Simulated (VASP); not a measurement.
Set up this calculation in VASP 6.6.1, as the native input.

```yaml
Task: relaxation of cell and atoms
Functional: PBE
Potentials_or_basis: VASP PAW PBE potentials, release 64 (P, C)
Cutoff: 600 eV
k_mesh: 11 × 11 × 4
Occupations: gaussian, width 0.05 eV
Spin: no spin polarisation
Further_INCAR_settings: ALGO = Normal; EDIFF = 1e-06; IBRION = 2; EDIFFG = -0.005; NSW = 60; ISIF = 3
```

The structure of PC2 lies in POSCAR:

```
PC2
1.0
    2.8524400000      0.0000000000      0.0000000000
   -1.4262200000      2.4702800000      0.0000000000
    0.0000000000      0.0000000000      7.0289600000
P C
2 4
Direct
    0.0000000000      0.0000000000      0.5000000000
    0.0000000000      0.0000000000      0.0000000000
    0.6666700000      0.3333300000      0.3508200000
    0.3333300000      0.6666700000      0.6491800000
    0.3333300000      0.6666700000      0.8508200000
    0.6666700000      0.3333300000      0.1491800000
```

The cell was built by a generator and needn't be a form met in nature.

The input as run:

INCAR

```
PREC = Accurate
ENCUT = 600
EDIFF = 1E-6
ISMEAR = 0
SIGMA = 0.05
LREAL = False
LASPH = True
NELM = 60
ALGO = Normal
ISIF = 3
LWAVE = False
LCHARG = False
GGA = PE
IBRION = 2
NSW = 60
EDIFFG = -0.005
```

KPOINTS

```
Automatic mesh
0
Gamma
  11 11 4
```

Potentials or basis: VASP PAW PBE potentials, release 64 (P, C).

The run is started by

```sh
$ cat potpaw_PBE.64/P/POTCAR potpaw_PBE.64/C/POTCAR > POTCAR
$ mpirun -np 1 vasp_std > vasp.out
```

Results of the run:

```json
{"Relaxed volume": "8.25 Å³/atom", "Relaxed cell": "a = 2.855 Å, b = 2.855 Å, c = 7.011 Å, α = 90.00°, β = 90.00°, γ = 120.00°", "Space group after relaxing (to 0.05 Å)": "P6_3/mmc (No. 194)", "Energy gained by relaxing": "0.1 meV/atom", "Ionic steps": "7", "Pressure after relaxing": "0.0 GPa", "Band gap on the k mesh": "none (metal or under the smearing width)"}
```

It took 2.8 min on 1 thread of Intel(R) Xeon(R) Platinum 8488C (Sapphire Rapids), with other jobs on the host, peak memory 0.24 GiB.
